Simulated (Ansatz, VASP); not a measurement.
# MoS2: VASP beside Ansatz, part 2 of 2

One calculation is typed for both programs; each brings its own data sets. How far apart do they land? Of the first pair: The structure shown is the start of the Ansatz relaxation below; VASP solves that cell, so the two are compared at the walk's first step.

VASP 6.6.1 and Ansatz 0.2.0.

So far: Starting point; Ansatz: relaxation, LDA; VASP: single point, LDA, start cell, pair 1.

**4. Side by side**

Known differences besides the potentials themselves: the two LDA forms differ slightly; Ansatz cuts the interaction across the vacuum, VASP repeats the sheet with a dipole correction; the cutoff is 420 eV in Ansatz and 400 eV in VASP; VASP's log shows a relativistic correction to its local exchange, Ansatz's none. Total energies have different zeros and are not compared.

Forces (eV/Å; atoms numbered as in POSCAR):

```
atom        Ansatz x, y, z          VASP x, y, z
 Mo1  0.000, 0.000, -0.097  0.000, 0.000, -0.096
  S2   0.000, 0.000, 0.080   0.000, 0.000, 0.064
  S3   0.000, 0.000, 0.014   0.000, 0.000, 0.032
```

The forces differ by 8.1 meV/Å r.m.s., which is 20.3 % of the r.m.s. force of 0.040 eV/Å (both taken over all components). With vacuum in the cell, a pressure given here is an average over mostly empty space and none of the material.

**5. Ansatz: relaxation, LDA**

This run makes the geometry at which the two programs are then compared.

The structure compared here is the end of the Ansatz relaxation.

The input, input.yaml:

```yaml
crystal:
  lattice:
    - [3.16, 0.0, 0.0]
    - [1.58, 2.73664028, 0.0]
    - [0.0, 0.0, 19.08115]
  atoms:
    - { symbol: Mo, position: [0.66666667, 0.66666667, 0.50016115] }
    - { symbol: S, position: [0.0, 0.0, 0.41926194] }
    - { symbol: S, position: [0.0, 0.0, 0.58073806] }
  periodic: [true, true, false]
kpoints:
  mp_grid: { grid: [8, 8, 1] }
scf:
  occupations: { method: fermi_dirac, width: 0.05 }
hamiltonian:
  xc: lda
output:
  forces: true
  stress: true
  write_density: true
  write_potential: true
  elf: true
  volumetric_format: npy
relax:
  f_tol: 0.02
  max_steps: 50
  cell: {}
```

Run with:

```console
ansatz run input.yaml --threads 1 --pin off --max-ram 4096MiB --backend cpu --events-out ev --progress --plain --runs-dir out
```

Numbers of over 12 decimals in the logs are rounded to 6 here.

Output:

```text
[...]
Crystal: 3 atoms, lattice volume = 259.107 Å³
Basis set: ecut = 420 eV, 4997 PW (Γ)
Bands: 17, of which v1, the nominal top of the filled ones, is band 13 counted from 1 (12 counted from 0)
Symmetry: 6 space group operations
[...]
k-points: 10 of 64 (time reversal used)
[...]
--- Relaxed structure (6 steps of the walk, 6 accepted, 1 SCFs on fresh bases) ---
[...]
cell:  # Å, volume = 252.5838 Å³
    - [3.119966, -2.963114859488923e-18, 0]
    - [1.559983, 2.701970, 0]
    - [0, 0, 29.962300134276]
  atoms:
    - { symbol: Mo, position: [0.666667, 0.666667, 0.318454] }
    - { symbol: S, position: [-4.9343245492941355e-17, -4.934324549294137e-17, 0.266628] }
    - { symbol: S, position: [-4.9343245492941355e-17, -4.934324549294137e-17, 0.370279] }
[key lines of the parts left out:]
SCF converged after 7 iterations
Free energy (F): -6584.777235 eV
Fermi energy:    -5.222145 eV
P = ½ c Tr σ = -0.0014 N/m
```

**6. VASP: single point, LDA, relaxed cell, pair 2**

The same cell, functional (in two slightly different forms), mesh and smearing now go to VASP, with its own data sets.

The input, INCAR:

```
SYSTEM = MoS2
PREC = Accurate
ENCUT = 400
EDIFF = 1E-06
NELM = 120
ISMEAR = -1
SIGMA = 0.05
LREAL = .FALSE.
ALGO = Normal
GGA = CA
NBANDS = 19
LASPH = .TRUE.
LORBIT = 11
LWAVE = .FALSE.
LCHARG = .FALSE.
ISIF = 2
LDIPOL = .TRUE.
IDIPOL = 3
DIPOL = 0.5 0.5 0.318
LVHAR = .TRUE.
GGA_COMPAT = .FALSE.
EFERMI = MIDGAP
NELMDL = -8
```

The input, POSCAR:

```
MoS2
1.0
    3.1199659534      0.0000000000      0.0000000000
    1.5599829767      2.7019697746      0.0000000000
    0.0000000000      0.0000000000     29.9623001343
Mo S
1 2
Direct
    0.6666666667      0.6666666667      0.3184538096
    0.0000000000      0.0000000000      0.2666281147
    0.0000000000      0.0000000000      0.3702786387
```

The input, KPOINTS:

```
Automatic mesh
0
Gamma
8 8 1
0 0 0
```

The projector-augmented-wave data sets are Mo_sv and S (LDA family, release 64).

Run with:

```console
mpirun -np 1 vasp_std
```

Output:

```text
[... set-up lines as in an earlier step ...]
 entering main loop
       N       E                     dE             d eps       ncg     rms          rms(c)
DAV:   1     0.132734946318E+03    0.13273E+03   -0.11966E+04   540   0.846E+02
DAV:   2    -0.151627303465E+02   -0.14790E+03   -0.14384E+03   536   0.208E+02
DAV:   3    -0.256547792184E+02   -0.10492E+02   -0.10418E+02   505   0.518E+01
DAV:   4    -0.258112285944E+02   -0.15645E+00   -0.15608E+00   516   0.693E+00
[...]
DAV:  24    -0.243648738052E+02   -0.35728E-05   -0.94826E-08   314   0.978E-04    0.309E-04
DAV:  25    -0.243648756190E+02   -0.18138E-05   -0.38420E-08   296   0.618E-04    0.818E-05
DAV:  26    -0.243648760108E+02   -0.39188E-06   -0.29650E-09   265   0.245E-04
   1 F= -.24364876E+02 E0= -.24364876E+02  d E =-.299461E-09
```

Parts of OUTCAR (step 6):

```text
  Total       -0.0199578     -0.0199578     -0.0414545     -0.0000000      0.0000000      0.0000000
  in kB       -0.1265952     -0.1265952     -0.2629521     -0.0000000      0.0000000      0.0000000
  external PRESSURE =      -0.1720475 kB  Pullay stress =       0.0000000 kB

 POSITION                                       TOTAL-FORCE (eV/Angst)
 -----------------------------------------------------------------------------------
      3.11997      1.80131      9.54161        -0.000000     -0.000000      0.000000
      0.00000      0.00000      7.98879         0.000000      0.000000     -0.017374
      0.00000      0.00000     11.09440         0.000000      0.000000      0.017374
 -----------------------------------------------------------------------------------
    total drift:                               -0.000000     -0.000000      0.026537

  FREE ENERGIE OF THE ION-ELECTRON SYSTEM (eV)
  ---------------------------------------------------
  free  energy   TOTEN  =       -24.3648760108 eV

  energy  without entropy=      -24.3648760105  energy(sigma->0) =      -24.36487601

[... 1 part as in an earlier step ...]

[... 2 further parts left out ...]
[key lines of the parts left out:]
E-fermi :  -2.5133
```

**7. Side by side**

The two programs side by side:

```
              quantity  Ansatz   VASP  difference
gap on the k mesh (eV)   2.152  2.165      -0.013
```

At this near-relaxed geometry the largest component of a force difference is 17 meV/Å. A gap on the mesh is an upper bound, since the band edges may lie between its points. With vacuum in the cell, a pressure given here is an average over mostly empty space and none of the material.

**8. Results**

```
r.m.s. force difference (single point, LDA, start cell, pair 1)           : 8.1 meV/Å
difference in gap on the k mesh (single point, LDA, relaxed cell, pair 2) : -0.013 eV
r.m.s. force difference (single point, LDA, relaxed cell, pair 2)         : 8.2 meV/Å
```

The r.m.s. force difference is 8.2 meV/Å (single point, LDA, relaxed cell, pair 2), within the 12 meV/Å picked in this series as the mark of a large difference. How closely two codes agree says nothing of how well the functional describes the real material.

[Lines on the potential files, build, host, timing and source positions are cut from VASP's logs without a mark.]

[Logs are printed without paths, hosts, clocks, repeated set-up lines and the standing remarks that a program may print on its own settings, such as how far it seeks lower states.]

[Hosts, paths, dates, database ids (printed as entryN), source tags and the programs' standing remarks are cut or masked in the printed files.]
